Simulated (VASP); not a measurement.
Input of a VASP 6.6.1 run:

The input POSCAR:

```
SiC                                     
1.0
    0.0000000000      2.1889633245      2.1889633245
    2.1889633245      0.0000000000      2.1889633245
    2.1889633245      2.1889633245      0.0000000000
  Si              C             
     1     1
Direct
     0.0000000000000000    0.0000000000000000    0.0000000000000000
     0.2500000000000000    0.2500000000000000    0.2500000000000000
```

Contents of INCAR.step1:

```
  PREC = Accurate
  ENCUT = 900
  EDIFF = 1E-7
  ISMEAR = 0
  SIGMA = 0.02
  LREAL = False
  LASPH = True
  NELM = 80
  ALGO = Fast
  ISIF = 2
  LWAVE = False
  LCHARG = True
  GGA = PE
  NBANDS = 11
```

The input KPOINTS.step1:

```
Automatic mesh
0
Gamma
  12 12 12
```

File INCAR.step2:

```
  PREC = Accurate
  ENCUT = 900
  EDIFF = 1E-7
  ISMEAR = 0
  SIGMA = 0.05
  LREAL = False
  LASPH = True
  NELM = 80
  ALGO = Fast
  ISIF = 2
  LWAVE = False
  LCHARG = False
  GGA = PE
  NBANDS = 11
  ICHARG = 11
```

Contents of KPOINTS.step2:

```
path GXWKGLUWLK,UX
10
line-mode
reciprocal
 0.0000000000  0.0000000000  0.0000000000  G
 0.5000000000  0.0000000000  0.5000000000  X

 0.5000000000  0.0000000000  0.5000000000  X
 0.5000000000  0.2500000000  0.7500000000  W

 0.5000000000  0.2500000000  0.7500000000  W
 0.3750000000  0.3750000000  0.7500000000  K

 0.3750000000  0.3750000000  0.7500000000  K
 0.0000000000  0.0000000000  0.0000000000  G

 0.0000000000  0.0000000000  0.0000000000  G
 0.5000000000  0.5000000000  0.5000000000  L

 0.5000000000  0.5000000000  0.5000000000  L
 0.6250000000  0.2500000000  0.6250000000  U

 0.6250000000  0.2500000000  0.6250000000  U
 0.5000000000  0.2500000000  0.7500000000  W

 0.5000000000  0.2500000000  0.7500000000  W
 0.5000000000  0.5000000000  0.5000000000  L

 0.5000000000  0.5000000000  0.5000000000  L
 0.3750000000  0.3750000000  0.7500000000  K

 0.6250000000  0.2500000000  0.6250000000  U
 0.5000000000  0.0000000000  0.5000000000  X
```

Potentials or basis: VASP PAW PBE potentials, release 64 (Si, C_h).

The run is started by

```sh
$ cat potpaw_PBE.64/Si/POTCAR potpaw_PBE.64/C_h/POTCAR > POTCAR
$ cp INCAR.step1 INCAR
$ cp KPOINTS.step1 KPOINTS
$ mpirun -np 1 vasp_std > vasp.out
$ cp INCAR.step2 INCAR
$ cp KPOINTS.step2 KPOINTS
$ mpirun -np 1 vasp_std > vasp.out
```

Q: What does it give for the band gap on the k mesh?

A: 1.37 eV, indirect (least direct gap 4.53 eV).

Q: Predict the band gap along the path.

A: 1.37 eV, indirect (least direct gap 4.53 eV).

Levels at the corners of the path, in eV from the valence-band top:
| point | band 2 | band 3 | band 4 | band 5 | band 6 | band 7 |
| --- | --- | --- | --- | --- | --- | --- |
| Γ | 0.00 | 0.00 | 0.00 | 6.08 | 7.22 | 7.22 |
| X | -7.75 | -3.16 | -3.16 | 1.37 | 4.28 | 13.88 |
| X | -7.75 | -3.16 | -3.16 | 1.37 | 4.28 | 13.88 |
| W | -7.00 | -4.92 | -4.63 | 5.19 | 9.32 | 9.34 |
| W | -7.00 | -4.92 | -4.63 | 5.19 | 9.32 | 9.34 |
| K | -7.24 | -5.47 | -2.57 | 3.10 | 7.69 | 11.73 |
| K | -7.24 | -5.47 | -2.57 | 3.10 | 7.69 | 11.73 |
| Γ | 0.00 | 0.00 | 0.00 | 6.08 | 7.22 | 7.22 |
| Γ | 0.00 | 0.00 | 0.00 | 6.08 | 7.22 | 7.22 |
| L | -8.46 | -1.05 | -1.05 | 5.31 | 7.17 | 7.17 |
| L | -8.46 | -1.05 | -1.05 | 5.31 | 7.17 | 7.17 |
| U | -7.24 | -5.47 | -2.57 | 3.10 | 7.69 | 11.73 |
| U | -7.24 | -5.47 | -2.57 | 3.10 | 7.69 | 11.73 |
| W | -7.00 | -4.92 | -4.63 | 5.19 | 9.32 | 9.34 |
| W | -7.00 | -4.92 | -4.63 | 5.19 | 9.32 | 9.34 |
| L | -8.46 | -1.05 | -1.05 | 5.31 | 7.17 | 7.17 |
| L | -8.46 | -1.05 | -1.05 | 5.31 | 7.17 | 7.17 |
| K | -7.24 | -5.47 | -2.57 | 3.10 | 7.69 | 11.73 |
| U | -7.24 | -5.47 | -2.57 | 3.10 | 7.69 | 11.73 |
| X | -7.75 | -3.16 | -3.16 | 1.37 | 4.28 | 13.88 |

Caveat: the log is that of the step along the path at fixed density, whose energy, stress, charges and moments have no meaning.

**What was measured.**

“Insight into the structural, elastic and electronic properties of a new orthorhombic 6O-SiC polytype”, 2020, pmc:7200658 quotes, for a bulk crystal of SiC: band gap 2.4 eV (indirect).

Against the measured gap of SiC, 2.4 eV (indirect; quoted in “Insight into the structural, elastic and electronic properties of a new orthorhombic 6O-SiC polytype”, 2020, pmc:7200658), the calculated 1.37 eV is off by -1.03 eV. The value is that of PBE, without temperature or zero-point motion. Semilocal functionals fall short of measured gaps as a rule.
